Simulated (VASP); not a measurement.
Level of theory: revPBE GGA, VASP's PBE PAW potentials (set 64) (plane waves; VASP).

VASP input:

**POSCAR**
```
Y
1
    1.8250000000    -3.1609930000     0.0000000000
    1.8250000000     3.1609930000     0.0000000000
    0.0000000000     0.0000000000     5.7300000000
Y
2
Direct
  0.3333330000   0.6666670000   0.2500000000
  0.6666670000   0.3333330000   0.7500000000
```

**INCAR**
```
# general
SYSTEM  = Y
PREC    = Accurate
ENCUT   = 520   # plane-wave cut-off (eV)
LREAL   = .FALSE.
LASPH   = .TRUE.

# electronic loop
EDIFF   = 1E-6   # SCF stop (eV)
NELM    = 100
ALGO    = Normal
LMAXMIX = 4

# smearing
ISMEAR  = 1
SIGMA   = 0.1

# functional
GGA     = RE   # revPBE

# ions
IBRION  = 2
NSW     = 60   # most ionic steps
ISIF    = 3
EDIFFG  = -0.01   # ionic stop

# output
LWAVE   = .FALSE.
LCHARG  = .FALSE.
```

### KPOINTS
```
Automatic mesh
0
Gamma
10 10 6
0 0 0
```

POTCAR, in this order: Y_sv (PBE.64 set). Program: vasp_std.

Question: What does the run give for the energy per atom (σ→0), volume per atom, band gap (on the k-mesh)?

Answer: 
The energy per atom (σ→0) is -6173 meV/atom and the band gap (on the k-mesh) comes out as none (metal, semimetal or under 0.01 eV). The volume per atom is 33.58 Å³/atom.

### OSZICAR
```
...
DAV:   1    -0.123456593999E+02   -0.20741E-03   -0.92173E-03  1701   0.769E-01    0.849E-02
DAV:   2    -0.123455238553E+02    0.13554E-03   -0.46098E-04  1975   0.151E-01    0.495E-02
DAV:   3    -0.123454568261E+02    0.67029E-04   -0.31786E-04  2562   0.118E-01    0.343E-02
DAV:   4    -0.123454617953E+02   -0.49692E-05   -0.21039E-05  1975   0.285E-02    0.204E-02
DAV:   5    -0.123454676952E+02   -0.58999E-05   -0.50973E-06  1792   0.143E-02    0.532E-03
DAV:   6    -0.123454688703E+02   -0.11751E-05   -0.52028E-07   847   0.761E-03    0.221E-03
DAV:   7    -0.123454688928E+02   -0.22582E-07   -0.22822E-07   840   0.357E-03
   5 F= -.12345469E+02 E0= -.12346580E+02  d E =-.330475E-03
```

The compound is Y in the hcp structure. This run relaxes it. Symmetry was kept, so distortions that lower it aren't found.
